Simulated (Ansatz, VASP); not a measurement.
**PtSe2 (1T-PtSe2 3 layers, AA): VASP beside Ansatz**

One calculation is typed for both programs; each brings its own data sets. How far apart do they land? The cell is taken from a series of runs on this material, whose earlier steps may have relaxed, scaled, displaced or heated it; both programs get it as it stands.

Program: Ansatz 0.2.0. Level of theory: plane waves, with VASP 6.6.1 beside it; single point at PBEsol with D3(BJ). Results are calculated unless marked as measured.

### Step 1. Set-up

The cell holds 9 atoms: 6 Se and 3 Pt. Cell: a = 3.714 Å, b = 3.714 Å, c = 29.968 Å, α = 90.0°, β = 90.0°, γ = 120.0°. Vacuum lies along c.

As a file:

```cif
data_structure
_symmetry_space_group_name_H-M 'P 1'
_symmetry_Int_Tables_number 1
_cell_length_a 3.7139
_cell_length_b 3.7139
_cell_length_c 29.9681
_cell_angle_alpha 90.000
_cell_angle_beta 90.000
_cell_angle_gamma 120.000
_cell_volume 357.98
loop_
_atom_site_label
_atom_site_type_symbol
_atom_site_fract_x
_atom_site_fract_y
_atom_site_fract_z
_atom_site_occupancy
Se1 Se 0.66667 0.33333 0.30032 1
Se2 Se 0.33333 0.66667 0.38577 1
Se3 Se 0.66667 0.33333 0.45752 1
Se4 Se 0.33333 0.66667 0.54248 1
Se5 Se 0.66667 0.33333 0.61423 1
Se6 Se 0.33333 0.66667 0.69968 1
Pt7 Pt 0.00000 0.00000 0.34362 1
Pt8 Pt 0.00000 0.00000 0.50000 1
Pt9 Pt 0.00000 0.00000 0.65638 1
```

### Step 2. VASP: single point, PBEsol with D3(BJ)

With cell and atoms fixed, the geometry can't cause a difference; cores, projectors, grids and the points listed under the comparison can.

Lines of VASP's logs that name or quote its potential files are left out, and so is its time.

Contents of INCAR:

```
SYSTEM = PtSe2
PREC = Accurate
ENCUT = 400
EDIFF = 1E-06
NELM = 120
ISMEAR = -1
SIGMA = 0.05
LREAL = .FALSE.
ALGO = Normal
GGA = PS
IVDW = 12
NBANDS = 42
LASPH = .TRUE.
LORBIT = 11
LWAVE = .FALSE.
LCHARG = .FALSE.
ISIF = 2
LDIPOL = .TRUE.
IDIPOL = 3
DIPOL = 0.5 0.5 0.5
LVHAR = .TRUE.
GGA_COMPAT = .FALSE.
NELMDL = -8
KPAR = 2
```

Contents of POSCAR:

```
PtSe2
1.0
    3.7139256912      0.0000000000      0.0000000000
   -1.8569628456      3.2163539963      0.0000000000
    0.0000000000      0.0000000000     29.9680998143
Se Pt
6 3
Direct
    0.6666666667      0.3333333333      0.3003193414
    0.3333333333      0.6666666667      0.3857683015
    0.6666666667      0.3333333333      0.4575247503
    0.3333333333      0.6666666667      0.5424752497
    0.6666666667      0.3333333333      0.6142316985
    0.3333333333      0.6666666667      0.6996806586
    0.0000000000      0.0000000000      0.3436152441
    0.0000000000      0.0000000000      0.5000000000
    0.0000000000      0.0000000000      0.6563847559
```

Contents of KPOINTS:

```
Automatic mesh
0
Gamma
12 12 1
0 0 0
```

The projector-augmented-wave data sets are Se and Pt (PBE family, release 64).

On the command line:

```console
$ mpirun -np 2 vasp_std
```

Numbers of over 12 decimals in the logs are rounded to 6 here.

What it wrote:

```text
[banner, memory and clock lines left out]
running    2 mpi-ranks, on    1 nodes
 distrk:  each k-point on    1 cores,    2 groups
 distr:  one band on    1 cores,    1 groups

 POSCAR found type information on POSCAR SePt
 POSCAR found :  2 types and       9 ions
|                                                                             |
|               ----> ADVICE to this user running VASP <----                  |
|                                                                             |
|     You enforced a specific xc type in the INCAR file but a different       |
|     [... a line on the potential file left out ...]
|     I HOPE YOU KNOW WHAT YOU ARE DOING!                                     |
|                                                                             |

 LDA part: xc-table for (Slater+PW92), standard interpolation
 POSCAR, INCAR and KPOINTS ok, starting setup
 FFT: planning ... GRIDC
 FFT: planning ... GRID_SOFT
 FFT: planning ... GRID
 WAVECAR not read
 entering main loop
       N       E                     dE             d eps       ncg     rms          rms(c)
DAV:   1     0.431602032616E+03    0.43160E+03   -0.23468E+04  1596   0.105E+03
DAV:   2    -0.767899429173E+01   -0.43928E+03   -0.41812E+03  2108   0.227E+02
DAV:   3    -0.488489354379E+02   -0.41170E+02   -0.40015E+02  1982   0.733E+01
DAV:   4    -0.499958751553E+02   -0.11469E+01   -0.11393E+01  1918   0.132E+01
DAV:   5    -0.500325326529E+02   -0.36657E-01   -0.36598E-01  2022   0.219E+00
DAV:   6    -0.500338540771E+02   -0.13214E-02   -0.13211E-02  2096   0.423E-01
DAV:   7    -0.500338944385E+02   -0.40361E-04   -0.40356E-04  2230   0.719E-02
DAV:   8    -0.500338954148E+02   -0.97624E-06   -0.97632E-06  1680   0.976E-03    0.231E+01
DAV:   9    -0.481017450924E+02    0.19322E+01   -0.12997E+01  1698   0.240E+01    0.134E+01
DAV:  10    -0.477179208393E+02    0.38382E+00   -0.41344E+00  1672   0.147E+01    0.543E+00
DAV:  11    -0.475038686169E+02    0.21405E+00   -0.38284E-01  1772   0.456E+00    0.133E+00
DAV:  12    -0.474896816281E+02    0.14187E-01   -0.11082E-01  1874   0.205E+00    0.410E-01
DAV:  13    -0.474897806322E+02   -0.99004E-04   -0.10187E-02  1908   0.594E-01    0.285E-01
DAV:  14    -0.474898111906E+02   -0.30558E-04   -0.62125E-04  1934   0.114E-01    0.268E-01
[...]
DAV:  20    -0.474897649551E+02   -0.48901E-05   -0.15659E-06  1218   0.665E-03    0.480E-03
DAV:  21    -0.474897886134E+02   -0.23658E-04   -0.41261E-06  1482   0.641E-03    0.657E-03
DAV:  22    -0.474897969388E+02   -0.83254E-05   -0.48507E-07  1302   0.406E-03    0.336E-03
DAV:  23    -0.474898098527E+02   -0.12914E-04   -0.87231E-07  1218   0.332E-03    0.964E-04
DAV:  24    -0.474898159580E+02   -0.61053E-05   -0.30842E-07  1284   0.131E-03    0.125E-03
DAV:  25    -0.474898177126E+02   -0.17546E-05   -0.71441E-08  1180   0.868E-04    0.335E-04
DAV:  26    -0.474898189401E+02   -0.12275E-05   -0.94745E-08  1192   0.722E-04    0.445E-04
DAV:  27    -0.474898193312E+02   -0.39112E-06   -0.27520E-08  1122   0.503E-04
   1 F= -.50906995E+02 E0= -.50898775E+02  d E =-.164403E-01
```

Parts of OUTCAR (step 2):

```text
ion  position               nearest neighbor table
   1  0.667  0.333  0.300-   7 2.51   7 2.51   7 2.51
   2  0.333  0.667  0.386-   7 2.49   7 2.49   7 2.49
   3  0.667  0.333  0.458-   8 2.49   8 2.49   8 2.49
   4  0.333  0.667  0.542-   8 2.49   8 2.49   8 2.49
   5  0.667  0.333  0.614-   9 2.49   9 2.49   9 2.49
   6  0.333  0.667  0.700-   9 2.51   9 2.51   9 2.51
   7  0.000  0.000  0.344-   2 2.49   2 2.49   2 2.49   1 2.51   1 2.51   1 2.51
   8  0.000  0.000  0.500-   3 2.49   4 2.49   4 2.49   3 2.49   3 2.49   4 2.49
   9  0.000  0.000  0.656-   5 2.49   5 2.49   5 2.49   6 2.51   6 2.51   6 2.51

  LATTYP: Found a hexagonal cell.
 ALAT       =     3.7139256912
 C/A-ratio  =     8.0691166992

 Subroutine GETGRP returns: Found 12 space group operations
 (whereof 12 operations were pure point group operations)

The static configuration has the point symmetry D_3d.

 Found     19 irreducible k-points:

   k-points           NKPTS =     19   k-points in BZ     NKDIM =     19   number of bands    NBANDS=     42

   dimension x,y,z NGX =    24 NGY =   24 NGZ =  196
   dimension x,y,z NGXF=    48 NGYF=   48 NGZF=  392

   ENCUT  =  400.0 eV  29.40 Ry    5.42 a.u.   6.06  6.06 48.87*2*pi/ulx,y,z

   NELECT =      66.0000    total number of electrons

 k-points in reciprocal lattice and weights: Automatic mesh
   0.00000000  0.00000000  0.00000000       0.007
   0.08333333 -0.00000000  0.00000000       0.042
   0.16666667 -0.00000000  0.00000000       0.042
   0.25000000 -0.00000000  0.00000000       0.042
   0.33333333 -0.00000000  0.00000000       0.042
   0.41666667 -0.00000000  0.00000000       0.042
   0.50000000 -0.00000000  0.00000000       0.021
   0.08333333  0.08333333  0.00000000       0.042
   0.16666667  0.08333333  0.00000000       0.083
[...]
0.33333333  0.25000000  0.00000000       0.083
   0.33333333  0.33333333  0.00000000       0.014

 dipolmoment           0.000000      0.000000      0.000000 electrons x Angstroem

 average (electrostatic) potential at core
       1 -57.9453       2 -58.2706       3 -58.2968       4 -58.2968       5 -58.2706
       6 -57.9453       7 -73.9857       8 -74.0350       9 -73.9857

 E-fermi :   0.9885

 k-point     1 :       0.0000    0.0000    0.0000
  band No.  band energies     occupation
    ...
     28      -0.3552      2.00000
     29      -0.3552      2.00000
     30      -0.1058      2.00000
     31      -0.1058      2.00000
     32       0.0103      2.00000
     33       1.1862      0.03763
     34       2.2045      0.00000
     35       2.2045      0.00000
     36       2.8270      0.00000
     37       2.8270      0.00000
    ...

 k-point     2 :       0.0833   -0.0000    0.0000
  band No.  band energies     occupation
    ...
     28      -0.4511      2.00000
     29      -0.3570      2.00000
     30      -0.2404      2.00000
     31      -0.0869      2.00000
     32       0.5840      1.99939
     33       1.0477      0.46817
     34       2.0559      0.00000
     35       2.0679      0.00000
     36       2.3413      0.00000
     37       2.7287      0.00000
    ...

 k-point     3 :       0.1667   -0.0000    0.0000
  band No.  band energies     occupation
    ...
     29      -0.4333      2.00000
     30      -0.3651      2.00000
     31      -0.1154      2.00000
     32       0.1430      2.00000
     33       0.8056      1.94965
     34       1.7759      0.00000
     35       1.8066      0.00000
     36       1.8280      0.00000
     37       2.4872      0.00000
     38       2.5418      0.00000
    ...

 Edisp (eV)   -3.41718

  Total       0.06900     0.06900     0.01580     0.00000    -0.00000     0.00000
  in kB       0.30883     0.30883     0.07072     0.00000    -0.00000     0.00000
  external pressure =        0.23 kB  Pullay stress =        0.00 kB

  energy-cutoff  :      400.00
  volume of cell :      357.98
      direct lattice vectors                 reciprocal lattice vectors
     3.713925691  0.000000000  0.000000000     0.269256868  0.155455525  0.000000000
    -1.856962846  3.216353996  0.000000000     0.000000000  0.310911051  0.000000000
     0.000000000  0.000000000 29.968099814     0.000000000  0.000000000  0.033368816

 POSITION                                       TOTAL-FORCE (eV/Angst)
 -----------------------------------------------------------------------------------
      1.85696      1.07212      9.00000         0.000000     -0.000000     -0.012951
     -0.00000      2.14424     11.56074        -0.000000      0.000000      0.015805
      1.85696      1.07212     13.71115         0.000000      0.000000     -0.016586
     -0.00000      2.14424     16.25695        -0.000000     -0.000000      0.016586
      1.85696      1.07212     18.40736         0.000000     -0.000000     -0.015805
     -0.00000      2.14424     20.96810        -0.000000      0.000000      0.012951
      0.00000      0.00000     10.29750        -0.000000      0.000000     -0.002998
      0.00000      0.00000     14.98405         0.000000      0.000000     -0.000000
      0.00000      0.00000     19.67060         0.000000     -0.000000      0.002998
 -----------------------------------------------------------------------------------
    total drift:                                0.000000      0.000000      0.000000

  FREE ENERGIE OF THE ION-ELECTRON SYSTEM (eV)
  ---------------------------------------------------
  free  energy   TOTEN  =       -50.9069948833 eV

  energy  without entropy=      -50.8905545910  energy(sigma->0) =      -50.89877474

 vacuum level on the upper side and lower side of the slab         5.683         5.683

 total charge
# of ion       s       p       d       tot
------------------------------------------
    1        1.478   2.247   0.060   3.786
    2        1.487   2.227   0.083   3.797
    3        1.489   2.225   0.082   3.796
    4        1.489   2.225   0.082   3.796
    5        1.487   2.227   0.083   3.797
    6        1.478   2.247   0.060   3.786
    7        0.685   0.721   8.037   9.443
    8        0.691   0.721   8.059   9.471
    9        0.685   0.721   8.037   9.443
--------------------------------------------------
tot         10.970  15.559  24.584  51.113

[... 3 further parts left out ...]
```

(Continued in part 2 of 2.)

[Lines on the potential files, build, host, timing and source positions are cut from VASP's logs without a mark.]

[Logs are printed without paths, hosts, clocks, repeated set-up lines and the standing remarks that a program may print on its own settings, such as how far it seeks lower states.]

[Hosts, paths, dates, database ids (printed as entryN), source tags and the programs' standing remarks are cut or masked in the printed files.]
